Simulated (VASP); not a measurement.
Runs of VASP 6.6.1 on WS2 (Tungstenite). Symmetry: P6_3/mmc, No. 194, hexagonal system. Conventional cell: a = 3.154 Å, b = 3.154 Å, c = 12.142 Å, α = 90.00°, β = 90.00°, γ = 120.00°. W (site symmetry -6m2) has 6 S at 2.41 Å as nearest neighbours. S (site symmetry 3m) has 3 W at 2.41 Å as nearest neighbours. 

```tsv
task	level	potentials or basis	spin	cell	k mesh	cutoff (eV)	monkhorst-Pack mesh	gap on the mesh (eV)	pressure (GPa)	largest force (eV/Å)
band structure	PBE	VASP PAW PBE potentials, release 64 (W_sv, S)	SOC, no magnetisation	P6_3/mmc, 17.44 Å³/atom	9 × 9 × 2	520	-	-	(b)	0.02
band structure	PBE	VASP PAW PBE potentials, release 64 (W_sv, S)	off	P6_3/mmc, 17.44 Å³/atom	12 × 12 × 3	520	-	0.91	4.1	0.01
band structure	r2SCAN	VASP PAW PBE potentials, release 64 (W_sv, S)	off	P6_3/mmc, 17.44 Å³/atom	12 × 12 × 3	520	-	1.01	2.4	(a)
relaxation of cell and atoms	PBE+D3(BJ)	VASP PAW PBE potentials, release 64 (W_sv, S)	off	relaxed	12 × 12 × 3	600	-	0.91	-0.1	-
optical spectrum	PBE	VASP PAW PBE potentials, release 64 (W_sv, S)	off	P6_3/mmc, 17.44 Å³/atom	12 × 12 × 3	520	-	0.91	4.1	0.01
band structure	LDA	VASP PAW LDA potentials, release 64 (W_sv, S)	off	P6_3/mmc, 17.44 Å³/atom	12 × 12 × 3	520	-	0.83	-3.9	0.42
dielectric tensor	PBE	VASP PAW PBE potentials, release 64 (W_sv, S)	off	P6_3/mmc, 17.44 Å³/atom	15 × 15 × 3	520	no	0.95	-	-
```

Alike in all rows: smearing gaussian 0.03 eV.

Question: Fill in the values left out.

Answer: (a) 0.27; (b) 4.4.

Caveats: spin-orbit coupling is left out, which moves the levels of the heavy elements (some runs); this functional lacks dispersion, which binds the layers, so the pressure and a relaxed spacing across them are unreliable (some runs); an odd mesh through Γ misses points on the zone boundary, where band edges often lie (some runs); the PAW data sets were made with another functional, which shifts forces and pressure a little (some runs); independent-particle spectra lack excitons (some runs).

A k mesh can miss the band edges, and rows without SOC leave out spin-orbit coupling on W.
